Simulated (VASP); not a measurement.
SiO₂ (space group R32): computed properties

Method: r2SCAN meta-GGA, VASP's PBE PAW potentials (set 64) (plane waves; VASP).

| Quantity | Value |
|---|---|
| space group | R32 (155) |
| cell | a = b = 7.955 Å, c = 7.853 Å, α = β = 90.00°, γ = 120.00° |
| volume per atom | 15.94 Å^3/atom |
| band gap (over mesh and band path) | 6.35 eV |
| smallest direct gap (over mesh and band path) | 6.37 eV |
| density | 2.09 g/cm³ |
| mean ε∞ (independent particles) | 2.07 |

```cif
data_O18Si9
_chemical_formula_sum 'Si9 O18'
_space_group_name_H-M_alt 'R32 :H'
_space_group_IT_number 155
_space_group_name_Hall 'R 3 2"'
_cell_length_a 7.95456
_cell_length_b 7.95456
_cell_length_c 7.85317
_cell_angle_alpha 90.000
_cell_angle_beta 90.000
_cell_angle_gamma 120.000
loop_
_atom_site_label
_atom_site_type_symbol
_atom_site_symmetry_multiplicity
_atom_site_Wyckoff_symbol
_atom_site_fract_x
_atom_site_fract_y
_atom_site_fract_z
_atom_site_occupancy
Si1 Si 9 e 0.78436 0.78436 0.50000 1
O1 O 9 e 0.19056 0.19056 0.50000 1
O2 O 9 d 0.00000 0.33354 0.00000 1
```
(The calculation used a cell of 9 atoms; values per cell refer to that cell.)

The structure comes from a computed database's SiO2 entry (R32); how it stands against other phases isn't given here. It was relaxed first. Symmetry was kept, so distortions that lower it aren't found.
